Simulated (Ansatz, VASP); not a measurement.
**Zn27Ge16O59 (glassy 63ZnO-37GeO2 (mol %)) in two plane-wave programs**

One calculation is typed for both programs; each brings its own data sets. How far apart do they land? The cell is taken from a series of runs on this material, whose earlier steps may have relaxed, scaled, displaced or heated it; both programs get it as it stands.

Program: Ansatz 0.2.0. Level of theory: plane waves, with VASP 6.6.1 beside it; single point at PBE. Results are calculated unless marked as measured.

### Step 1. Starting point

The cell holds 102 atoms: 27 Zn, 16 Ge and 59 O. Its edges and angles: a = 11.178 Å, b = 11.178 Å, c = 11.178 Å, α = 90.0°, β = 90.0°, γ = 90.0°. As first built, before any earlier steps moved the atoms (in the runner's words): 102 atoms (27 Zn, 16 Ge, 59 O) placed at random at 4.43 g/cm^3, melted at 4000 K for 10 ps at fixed volume with the Morse and Coulomb pair potential with partial charges (Pedone, Malavasi, Menziani, Cormack and Segre, J. Phys. Chem. B 110, 11780 (2006)). Quenched from 4000 K to 300 K at 50 K/ps and fixed volume, held 10 ps at zero pressure, then minimised at fixed cell. The cell carries charge −1.

### Step 2. Ansatz: single point, PBE

Ansatz runs on its PAW soft_1 files.

A single point gives forces, pressure and levels at one fixed geometry, so differences don't come from the geometry; what else differs is listed under the comparison.

Contents of input.yaml:

```yaml
crystal:
  lattice:
    - [11.17787, 0.0, 0.0]
    - [0.0, 11.17787, 0.0]
    - [0.0, 0.0, 11.17787]
  atoms:
    - { symbol: Zn, position: [0.41526, 0.3126, 0.25044] }
    - { symbol: Zn, position: [0.50792, 0.79793, 0.32741] }
    - { symbol: Zn, position: [0.71938, 0.48705, 0.05799] }
    - { symbol: Zn, position: [0.812, 0.078, 0.48912] }
    - { symbol: Zn, position: [0.40871, 0.17769, 0.49357] }
    - { symbol: Zn, position: [0.48871, 0.31572, 0.99359] }
    - { symbol: Zn, position: [0.81371, 0.82357, 0.62969] }
    - { symbol: Zn, position: [0.24622, 0.5058, 0.23872] }
    - { symbol: Zn, position: [0.21265, 0.87153, 0.23321] }
    - { symbol: Zn, position: [0.98635, 0.4283, 0.36191] }
    - { symbol: Zn, position: [0.0556, 0.03098, 0.10312] }
    - { symbol: Zn, position: [0.25381, 0.38556, 0.46594] }
    - { symbol: Zn, position: [0.91628, 0.59935, 0.57362] }
    - { symbol: Zn, position: [0.66397, 0.29692, 0.39665] }
    - { symbol: Zn, position: [0.82396, 0.64081, 0.81942] }
    - { symbol: Zn, position: [0.03417, 0.25331, 0.96175] }
    - { symbol: Zn, position: [0.31295, 0.32885, 0.73563] }
    - { symbol: Zn, position: [0.59529, 0.70595, 0.57836] }
    - { symbol: Zn, position: [0.09686, 0.82956, 0.66254] }
    - { symbol: Zn, position: [0.57828, 0.12254, 0.20684] }
    - { symbol: Zn, position: [0.02521, 0.66345, 0.33001] }
    - { symbol: Zn, position: [0.71282, 0.582, 0.36257] }
    - { symbol: Zn, position: [0.98555, 0.51126, 0.08152] }
    - { symbol: Zn, position: [0.1483, 0.18624, 0.31006] }
    - { symbol: Zn, position: [0.33707, 0.62176, 0.72405] }
    - { symbol: Zn, position: [0.03301, 0.91461, 0.42552] }
    - { symbol: Zn, position: [0.7869, 0.84172, 0.33811] }
    - { symbol: Ge, position: [0.72652, 0.36005, 0.80921] }
    - { symbol: Ge, position: [0.5938, 0.87393, 0.10318] }
    - { symbol: Ge, position: [0.09768, 0.52925, 0.83268] }
[... 66 atom lines left out ...]
    - { symbol: O, position: [0.84463, 0.07084, 0.85672] }
    - { symbol: O, position: [0.42413, 0.4905, 0.26774] }
    - { symbol: O, position: [0.44897, 0.05258, 0.59502] }
    - { symbol: O, position: [0.9657, 0.78385, 0.54996] }
    - { symbol: O, position: [0.22883, 0.72008, 0.62777] }
    - { symbol: O, position: [0.75417, 0.65509, 0.64621] }
total_charge: -1
kpoints:
  mp_grid: { grid: [1, 1, 1] }
hamiltonian:
  xc: pbe
  pseudopotentials: { kind: paw, azcp: { folder: soft_1 } }
scf:
  occupations: { method: fermi_dirac, width: 0.01 }
  lower_state_search: "off"
output:
  forces: true
  stress: true
  populations: true
  dos:
    method: { smearing: { sigma: 0.15 } }
    de: 0.1
    projected: { site_lists: { Ge: [Ge], O: [O], Zn: [Zn] } }
  eigenvalues: true
  write_density: true
  write_potential: true
  volumetric_format: npy
magnetization:
  spin_polarized: true
  initial_magnetization: 1
```

Command:

```
$ ansatz run input.yaml --threads 4 --pin off --max-ram 8192MiB --backend cpu --events-out ev --progress --plain --runs-dir out
```

Numbers of over 12 decimals in the logs are rounded to 6 here.

Log:

```text
Engine: ansatz 0.2.0, x86_64-unknown-linux-gnu
Pseudopotentials: kind: paw
Pseudopotential: Zn, paw, valence charge 12, recommended cutoff 420 eV (normal), soft_1/Zn.paw.azcp
Pseudopotential: Ge, paw, valence charge 14, recommended cutoff 420 eV (normal), soft_1/Ge.paw.azcp
Pseudopotential: O, paw, valence charge 6, recommended cutoff 420 eV (normal), soft_1/O.paw.azcp
Functional definition: PBE
  parameter kappa = 0.804
  parameter beta = 0.066725
  exchange = pbe_x(kappa = kappa, mu = beta*pi^2/3)
  correlation = pbe_c(beta = beta)
Crystal: 102 atoms, lattice volume = 1396.616 Å³
Basis set: ecut = 420 eV, 27201 PW (Γ), exchange–correlation on 150×150×150 points (8 copies of the dense FFT grid, shifted against one another)
Bands: 554, of which v1, the nominal top of the filled ones, is band 452 counted from 1 (451 counted from 0)
Symmetry: 1 space group operations
Space group: P1 (ITA 1), of the structure as read, at distance tolerance 1.1e-4 Å
Magnetic group: BNS 1.1 (UNI 1), of the structure as read, at distance tolerance 1.1e-4 Å
k-points: 1
Non-local potential: Zn, projectors of the file, l = 0: 2, l = 1: 2, l = 2: 3, l = 3: 1
Non-local potential: Ge, projectors of the file, l = 0: 2, l = 1: 2, l = 2: 3, l = 3: 1
Non-local potential: O, projectors of the file, l = 0: 2, l = 1: 2, l = 2: 1
PAW form: soft (Blöchl's): semilocal exchange-correlation on the pseudo side does not see the compensation charge
PAW one-centre angular grid: Zn, 590 points (default); XC on 64 Gauss nodes
PAW one-centre angular grid: Ge, 590 points (default); XC on 64 Gauss nodes
PAW one-centre angular grid: O, 110 points (default); XC on 64 Gauss nodes
Initial density: superposition of atomic densities (chi_scale 0.1, normalization cell, long waves 48 % of neutral atoms scaled as one to the charged cell's electrons (reshape's long-wave potential 1.48 eV rms, cloud 1.88 Å wide))
Starting moments: Σ|m| = 1 μB on 102 of 102 sites
Initial wavefunctions: pseudopotential atomic-orbital guess
Functional: x = pbe(κ = 0.804, μ = 0.219515), c = pbe(β = 0.066725)
SCF iter   1: F=—  HF=-191830.914618 eV  |F-HF|=—  |Δ(HF+E_count)|=         —  Δρ=5.01e-2 (↑4.86e-2 ↓5.01e-2)  dr2=9.44e1  dr2_m=1.13e-2  M=1.000 μB ∫|m|=1.019 μB  β_m=1.00  ethr=3.10e-3  ⟨swp⟩=6.0  Hψ=4600  notcnv=0  defer=2
preconditioner: auto → Resta (q_TF=auto, 2.537 Å⁻¹)  ε∞=4.0  [insulator: Δε(μ)=1.159 eV  Ē_g=17.140 eV  σ=0.010 eV  W_gap=1.00  n_scr=388 (ndim 8)  ℏωp=29.9 eV  f_vac=0.092  D(μ)=0.00/eV (n_scr^D=0)  ε∞_Penn≈4.0]
spin=Collinear: Resta preconditioning applied to the charge; magnetization (m = ρ↑ − ρ↓) channel mixes plain (no charge-response kernel on spin).
SCF iter   2: F=—  HF=-191811.358607 eV  |F-HF|=—  |Δ(HF+E_count)|=         —  Δρ=2.74e-2 (↑2.73e-2 ↓2.74e-2)  dr2=3.32e1  dr2_m=1.37e-3  M=0.640 μB ∫|m|=0.696 μB  β_m=0.30  ethr=3.10e-3  ⟨swp⟩=2.0  Hψ=1896  notcnv=0  defer=192
Mixer restart at iter 2: flushing history
SCF iter   3: F=—  HF=-191806.318274 eV  |F-HF|=—  |Δ(HF+E_count)|=    5.04e0  Δρ=1.76e-2 (↑1.76e-2 ↓1.76e-2)  dr2=1.47e1  dr2_m=1.18e-3  M=0.584 μB ∫|m|=0.641 μB  β_m=0.30  ethr=3.10e-3  ⟨swp⟩=2.0  Hψ=1288  notcnv=0  defer=192
SCF iter   4: F=—  HF=-191802.806601 eV  |F-HF|=—  |Δ(HF+E_count)|=    3.51e0  Δρ=6.03e-3 (↑6.03e-3 ↓5.88e-3)  dr2=1.24e0  dr2_m=1.31e-3  M=0.500 μB ∫|m|=0.558 μB  β_m=0.30  ethr=1.62e-3  ⟨swp⟩=4.0  Hψ=1578  notcnv=0  defer=192
SCF iter   5: F=—  HF=-191803.076960 eV  |F-HF|=—  |Δ(HF+E_count)|=   2.70e-1  Δρ=2.18e-3 (↑2.17e-3 ↓2.18e-3)  dr2=1.88e-1  dr2_m=9.24e-4  M=0.446 μB ∫|m|=0.500 μB  β_m=0.30  ethr=1.38e-4  ⟨swp⟩=3.0  Hψ=1909  notcnv=0  defer=192
SCF iter   6: F=—  HF=-191803.118183 eV  |F-HF|=—  |Δ(HF+E_count)|=   4.12e-2  Δρ=1.66e-3 (↑1.61e-3 ↓1.66e-3)  dr2=1.03e-1  dr2_m=5.29e-4  M=0.417 μB ∫|m|=0.468 μB  β_m=0.30  ethr=2.09e-5  ⟨swp⟩=3.0  Hψ=1554  notcnv=0  defer=192
SCF iter   7: F=—  HF=-191803.116275 eV  |F-HF|=—  |Δ(HF+E_count)|=   1.91e-3  Δρ=6.25e-4 (↑5.54e-4 ↓6.25e-4)  dr2=1.16e-2  dr2_m=3.16e-4  M=0.384 μB ∫|m|=0.431 μB  β_m=0.30  ethr=1.14e-5  ⟨swp⟩=3.0  Hψ=1566  notcnv=0  defer=192
SCF iter   8: F=—  HF=-191803.125350 eV  |F-HF|=—  |Δ(HF+E_count)|=   9.07e-3  Δρ=3.51e-4 (↑3.51e-4 ↓3.50e-4)  dr2=3.35e-3  dr2_m=2.06e-4  M=0.359 μB ∫|m|=0.403 μB  β_m=0.30  ethr=1.28e-6  ⟨swp⟩=2.0  Hψ=1700  notcnv=0  defer=192
Mixer restart at iter 8: flushing history
spin-set hold released at iteration 8 (site moments contracting): the magnetisation degrees of freedom join the quasi-Newton model from the next iteration; the mixer history was flushed
SCF iter   9: F=—  HF=-191803.129352 eV  |F-HF|=—  |Δ(HF+E_count)|=   4.00e-3  Δρ=2.90e-4 (↑2.84e-4 ↓2.90e-4)  dr2=2.33e-3  dr2_m=1.39e-4  M=0.337 μB ∫|m|=0.378 μB  β_m=0.57  ethr=3.71e-7  ⟨swp⟩=3.0  Hψ=1512  notcnv=0  defer=192
[...]
k-point 0 ↓: bands = [... 448 lower, 5.2583, 5.2987, 5.3808, 6.4369, 8.3005, 8.3884, 8.5146, 8.5928, ... 98 higher]
--- Löwdin populations: 102 sites ---
  site symbol       q [e]    m [muB]
     0     Zn     10.5655     0.0000
     1     Zn     10.5295     0.0000
     2     Zn     10.5204     0.0000
     3     Zn     10.5535     0.0000
     4     Zn     10.5415     0.0000
     5     Zn     10.5403     0.0000
     6     Zn     10.5768     0.0000
     7     Zn     10.5452     0.0000
     8     Zn     10.5693     0.0000
     9     Zn     10.5715     0.0000
    10     Zn     10.5370     0.0000
    11     Zn     10.5770     0.0000
    12     Zn     10.5695     0.0000
    13     Zn     10.5367     0.0000
    14     Zn     10.5195     0.0000
    15     Zn     10.5466     0.0000
    16     Zn     10.5298     0.0000
    17     Zn     10.5557     0.0000
    18     Zn     10.5255     0.0000
    19     Zn     10.5197     0.0000
    20     Zn     10.5555     0.0000
    21     Zn     10.5482     0.0000
    22     Zn     10.5270     0.0000
    23     Zn     10.5582     0.0000
[...]
94      O      6.9851     0.0000
    95      O      6.9433     0.0000
    96      O      6.6990     0.0000
    97      O      6.9543     0.0000
    98      O      6.9016     0.0000
    99      O      7.2573     0.0000
   100      O      6.9806     0.0000
   101      O      7.2547     0.0000
  spilling = 0.007463 (of n_electrons = 903.000000)
```

### Step 3. VASP: single point, PBE

The same cell, functional, mesh and smearing now go to VASP, with its own data sets.

Lines of VASP's logs that name or quote its potential files are left out, and so is its time.

Contents of INCAR:

```
SYSTEM = Zn27Ge16O59
PREC = Accurate
ENCUT = 600
EDIFF = 1E-06
NELM = 200
ISMEAR = -1
SIGMA = 0.01
LREAL = Auto
ALGO = Normal
GGA = PE
NELECT = 903
NBANDS = 528
ISPIN = 2
MAGMOM = 0 0 0 0 0 0 0 0 0 0 0 0 0 0 0 0 0 0 0 0 0 0 0 0 0 0 0 0 0 0 0 0 0 0 0 0 0 0 0 0 0 0 0 0 0 0 0 0 0 0 0 0 0 0 0 0 0 0 0 0 0 0 0 0 0 0 0 0 0 0 0 0 0 0 0 0 0 0 0 0 0 0 0 0 0 0 0 0 0 0 0 0 0 0 0 0 0 0 0 0 0 0
LORBIT = 11
LWAVE = .FALSE.
LCHARG = .FALSE.
ISIF = 2
LASPH = .TRUE.
GGA_COMPAT = .FALSE.
NCORE = 2
```

Contents of POSCAR:

```
Zn27Ge16O59
1.0
   11.1778700000      0.0000000000      0.0000000000
    0.0000000000     11.1778700000      0.0000000000
    0.0000000000      0.0000000000     11.1778700000
Zn Ge O
27 16 59
Direct
    0.4152600000      0.3126000000      0.2504400000
    0.5079200000      0.7979300000      0.3274100000
    0.7193800000      0.4870500000      0.0579900000
    0.8120000000      0.0780000000      0.4891200000
    0.4087100000      0.1776900000      0.4935700000
    0.4887100000      0.3157200000      0.9935900000
    0.8137100000      0.8235700000      0.6296900000
    0.2462200000      0.5058000000      0.2387200000
    0.2126500000      0.8715300000      0.2332100000
    0.9863500000      0.4283000000      0.3619100000
    0.0556000000      0.0309800000      0.1031200000
    0.2538100000      0.3855600000      0.4659400000
    0.9162800000      0.5993500000      0.5736200000
    0.6639700000      0.2969200000      0.3966500000
    0.8239600000      0.6408100000      0.8194200000
    0.0341700000      0.2533100000      0.9617500000
    0.3129500000      0.3288500000      0.7356300000
    0.5952900000      0.7059500000      0.5783600000
    0.0968600000      0.8295600000      0.6625400000
    0.5782800000      0.1225400000      0.2068400000
    0.0252100000      0.6634500000      0.3300100000
    0.7128200000      0.5820000000      0.3625700000
    0.9855500000      0.5112600000      0.0815200000
    0.1483000000      0.1862400000      0.3100600000
    0.3370700000      0.6217600000      0.7240500000
    0.0330100000      0.9146100000      0.4255200000
    0.7869000000      0.8417200000      0.3381100000
    0.7265200000      0.3600500000      0.8092100000
    0.5938000000      0.8739300000      0.1031800000
    0.0976800000      0.5292500000      0.8326800000
[... 66 atom lines left out ...]
    0.8446300000      0.0708400000      0.8567200000
    0.4241300000      0.4905000000      0.2677400000
    0.4489700000      0.0525800000      0.5950200000
    0.9657000000      0.7838500000      0.5499600000
    0.2288300000      0.7200800000      0.6277700000
    0.7541700000      0.6550900000      0.6462100000
```

Contents of KPOINTS:

```
Automatic mesh
0
Gamma
1 1 1
0 0 0
```

Potentials, in the order of the species: Zn, Ge_d and O (PBE family, release 64).

Command:

```
$ mpirun -np 8 vasp_gam
```

Log:

```text
[banner, memory and clock lines left out]
running    8 mpi-ranks, on    1 nodes
[...]
LDA part: xc-table for (Slater+PW92), standard interpolation
 POSCAR, INCAR and KPOINTS ok, starting setup
[...]
entering main loop
       N       E                     dE             d eps       ncg     rms          rms(c)
DAV:   1     0.261347721253E+05    0.26135E+05   -0.36272E+05  2376   0.428E+03
DAV:   2     0.632486171538E+04   -0.19810E+05   -0.18651E+05  2112   0.116E+03
DAV:   3     0.421438207603E+03   -0.59034E+04   -0.55150E+04  2216   0.410E+02
DAV:   4    -0.567154595845E+03   -0.98859E+03   -0.96587E+03  2336   0.181E+02
DAV:   5    -0.633462889670E+03   -0.66308E+02   -0.65191E+02  2424   0.502E+01BRMIX: very serious problems
 the old and the new charge density differ
 old charge density:   902.00000 new  903.00000
    0.669E+01
DAV:   6    -0.527467938746E+03    0.10599E+03   -0.29612E+02  3648   0.102E+02    0.323E+01
DAV:   7    -0.538717996875E+03   -0.11250E+02   -0.14788E+02  2360   0.195E+01    0.243E+01
DAV:   8    -0.539545863317E+03   -0.82787E+00   -0.43252E+01  3304   0.281E+01    0.113E+01
DAV:   9    -0.536474871078E+03    0.30710E+01   -0.10576E+01  3480   0.179E+01    0.413E+00
[...]
DAV:  20    -0.536551247620E+03   -0.82978E-06   -0.34450E-05  2608   0.188E-02    0.125E-02
DAV:  21    -0.536551246832E+03    0.78820E-06   -0.13318E-05  2648   0.189E-02    0.889E-03
DAV:  22    -0.536551246691E+03    0.14040E-06   -0.75521E-06  2072   0.782E-03
   1 F= -.53655125E+03 E0= -.53654432E+03  d E =-.138627E-01  mag=     0.0057
```

OUTCAR, selected parts (step 3):

```text
  FREE ENERGIE OF THE ION-ELECTRON SYSTEM (eV)
  ---------------------------------------------------
  free  energy   TOTEN  =      -536.5512466913 eV

  energy  without entropy=     -536.5373839741  energy(sigma->0) =     -536.54431533

 magnetization (x)
# of ion       s       p       d       tot
------------------------------------------
    1        0.000   0.000   0.000   0.000
    2        0.000   0.000   0.000   0.000
    3        0.000   0.000   0.000   0.000
    4        0.000   0.000   0.000   0.000
    5        0.000   0.000   0.000   0.000
    6        0.000   0.000  -0.000   0.000
    7        0.000   0.000  -0.000   0.000
    8        0.000   0.000   0.000   0.000
    9        0.000   0.000   0.000   0.000
   10        0.000   0.000   0.000   0.000
   11        0.000   0.000  -0.000   0.000
   12        0.000   0.000   0.000   0.000
   13        0.000   0.000  -0.000   0.000
[...]
--------------------------------------------------
tot          0.002   0.000   0.000   0.002
```

This run allows spin, but its moments start at zero, where symmetry between the spins tends to hold them. Its electron count is odd, so without a moment it is a metal by construction. The cell is charged against a uniform background.

The run ends at a pressure of 1.79 GPa, with forces up to 0.13 eV/Å.

### Step 4. Side by side

Known differences besides the potentials themselves: the cutoff is 420 eV in Ansatz and 600 eV in VASP (PREC = Accurate, projectors in real space). Total energies have different zeros and are not compared.

Forces on 7 of the 102 atoms, those with the largest forces and the largest differences (eV/Å; atoms numbered as in POSCAR):

```
atom          Ansatz x, y, z            VASP x, y, z
 O59    -0.008, 0.003, 0.002   0.015, -0.050, -0.099
 O64   -0.005, -0.009, 0.011   -0.079, -0.042, 0.074
 O65     0.008, 0.013, 0.006     0.034, 0.091, 0.055
 O70     0.006, 0.011, 0.002    0.035, 0.083, -0.057
 O74  -0.002, -0.014, -0.008  -0.017, -0.081, -0.051
 O92   -0.002, -0.005, 0.004   -0.003, -0.084, 0.043
 O99   -0.004, -0.008, 0.004    0.056, -0.089, 0.079
```

The forces differ by 31 meV/Å r.m.s., where the r.m.s. force is 0.007 eV/Å in Ansatz and 0.033 eV/Å in VASP: the atoms lie near their places of rest in Ansatz, so a percentage would say little (all taken over all components). The cell carries a charge of -1 e against a uniform background, so its pressure also hangs on how the neutralising background is counted, and in a defect's cell a gap may be the spacing between its levels.

### Step 5. Outcome

* r.m.s. force difference (single point, PBE): 31 meV/Å

The r.m.s. force difference is 31 meV/Å (single point, PBE), beyond the 12 meV/Å picked in this series as the mark of a large difference. What causes the difference of the single point, PBE pair stays open here. Such differences can come from data sets, numerical settings and the points named under the comparisons, not from the functional's error against experiment.

[Lines on the potential files, build, host, timing and source positions are cut from VASP's logs without a mark.]

[Logs are printed without paths, hosts, clocks, repeated set-up lines and the standing remarks that a program may print on its own settings, such as how far it seeks lower states.]

[Hosts, paths, dates, database ids (printed as entryN), source tags and the programs' standing remarks are cut or masked in the printed files.]
